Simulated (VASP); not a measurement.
# Si8IO15 (a cell with a defect): single point with PBE

Si8IO15 (a cell with a defect):

```xyz
24
Lattice="0.0000 4.9926 6.9339 4.9926 0.0000 6.9339 4.9926 4.9926 0.0000" Properties=species:S:1:pos:R:3 pbc="T T T"
Si    3.0802    3.4468    3.7774
Si    8.5209    8.4263   10.3892
Si    3.9875    0.8723    5.2884
Si    4.0639    6.0587    5.1424
Si    5.8148    4.0924    8.7398
Si    6.4923    9.0195    8.5138
Si    1.5597    1.6477   -0.0504
Si    6.5914    6.4126    6.9905
I     4.0734    3.6153    1.5070
O     4.2270    3.9266    9.0011
O     5.5575    6.1941    5.7573
O     5.4979    6.2393   12.6597
O     3.7057    4.4887    4.8255
O     8.9687    9.3535   11.6293
O     6.2290    3.1084    7.5146
O     6.8401    8.0118    7.2969
O     1.6416    0.5859    1.1990
O     6.1173    5.6391    8.3428
O     1.5740    3.7194    3.2376
O     6.9278    8.6158   10.0187
O     8.0501    5.8558    6.6032
O     3.0246    6.6800    6.2104
O     3.3571    1.9273    4.2092
O     8.9136    6.8787   10.6768
```

| Quantity | Value |
| --- | --- |
| Program | VASP 6.6.1 |
| Task | single point |
| Functional | PBE |
| Potentials or basis | VASP PAW PBE potentials, release 64 (Si, I, O) |
| Cutoff | 520 eV |
| k mesh | 3 × 3 × 3 |
| Occupations | fermi-dirac, width 0.01 eV |
| Spin | no spin polarisation |

```json
{"Largest force": "0.044 eV/Å", "Band gap on the k mesh": "4.73 eV, direct"}
```

Forces on the atoms (eV/Å):
```
Si   0.014 -0.021 -0.017
Si  -0.009 -0.015  0.020
Si   0.023 -0.016 -0.023
Si   0.028 -0.033  0.005
Si   0.002  0.004  0.005
Si  -0.038  0.012  0.008
Si   0.006  0.026 -0.003
Si   0.000  0.017 -0.014
I    0.007  0.007  0.011
O   -0.022  0.001 -0.012
O    0.001  0.000  0.015
O   -0.001  0.003  0.009
O    0.010  0.034  0.006
O   -0.004  0.000 -0.005
O   -0.005 -0.002  0.013
O   -0.005 -0.014 -0.012
O   -0.005  0.022 -0.018
O   -0.007  0.008  0.003
O   -0.013  0.007 -0.034
O   -0.010 -0.008  0.030
O    0.011 -0.013  0.008
O    0.001  0.000  0.004
O    0.013 -0.018  0.012
O    0.004  0.000 -0.013
```

Levels at points of the mesh, in eV from the valence-band top:
```
           k point  band 61  band 62  band 63  band 64  band 65  band 66  band 67  band 68
(0.00, 0.00, 0.00)    -0.96    -0.78    -0.64     0.00     4.73     5.30     6.16     7.12
```

Wall time 11 min on 1 thread of Intel(R) Xeon(R) Platinum 8488C (Sapphire Rapids), with other jobs on the host, peak memory 0.62 GiB.

Caveat: the cell carries a net charge on a neutralising background, which shifts energy and pressure; the cell is charged against a uniform background, so pressure and absolute levels hang on convention; spin-orbit coupling is left out, which moves the levels of the heavy elements.
